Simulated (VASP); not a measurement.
Input:

```
LiCl
1.0
    0.00000     2.56135     2.56135
    2.56135     0.00000     2.56135
    2.56135     2.56135     0.00000
Li Cl
1 1
Cartesian
  0.00000   0.00000   0.00000
  2.56135   2.56135   2.56135
```

Calculation: AM05 GGA, VASP's PBE PAW potentials (set 64) (plane waves; VASP). Settings: 520 eV cut-off, Gaussian smearing of 0.050 eV, potentials Li_sv Cl.

Task: Give the energies of bands 3 to 8 at the high-symmetry points, in eV from the valence-band maximum.

Result: 
| band | Γ | X | U | L | W |
|---|---|---|---|---|---|
| 3 | 0.00 | -2.94 | -2.52 | -2.85 | -2.16 |
| 4 | 0.00 | -1.12 | -1.81 | -0.26 | -2.16 |
| 5 | 0.00 | -1.12 | -0.84 | -0.26 | -1.08 |
| 6 | 6.32 | 7.90 | 8.05 | 6.69 | 9.59 |
| 7 | 11.89 | 8.19 | 9.92 | 9.48 | 10.13 |
| 8 | 11.89 | 12.40 | 11.41 | 9.48 | 10.38 |

The gap is indirect, 6.32 eV, from the valence maximum at K-Γ at 0.79 to the conduction minimum at Γ.

Measured: gap 9.40 eV (computed value off by -3.08 eV), as given by Wei Chen et al., Physical Review Materials (2018), doi:10.1103/physrevmaterials.2.073803.

The compound is LiCl in the rock salt structure. It was relaxed first.
